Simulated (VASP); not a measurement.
HfC (rock salt): the formation energy from VASP (plane waves, PAW) at several levels of theory. The references are the elements' solids at the same level; no temperature or zero-point terms are added.   Without a dispersion term in the relaxation, distances and binding between the weakly bound layers, chains or molecules are unreliable, and so is what depends on them.

```json
[
 {"level": "PBE", "formation energy (eV/atom)": "-0.947"},
 {"level": "PBEsol", "formation energy (eV/atom)": "-1.024"},
 {"level": "r2SCAN", "formation energy (eV/atom)": "-1.126"}
]
```

The cell of the PBE run:

```cif
data_CHf
_chemical_formula_sum 'Hf1 C1'
_space_group_name_H-M_alt 'P 1'
_space_group_IT_number 1
_cell_length_a 3.28613
_cell_length_b 3.28613
_cell_length_c 3.28613
_cell_angle_alpha 60.000
_cell_angle_beta 60.000
_cell_angle_gamma 60.000
loop_
_space_group_symop_operation_xyz
  'x, y, z'
loop_
_atom_site_label
_atom_site_type_symbol
_atom_site_fract_x
_atom_site_fract_y
_atom_site_fract_z
_atom_site_occupancy
Hf1 Hf 0.00000 0.00000 0.00000 1
C1 C 0.50000 0.50000 0.50000 1
```

Only levels that ran to the end are used. Left out are those held back, those with too coarse a band path, GW runs whose mesh misses a band edge, hybrids' fits of cells that aren't cubic and levels without matching references; a question may draw on a part of the rest.
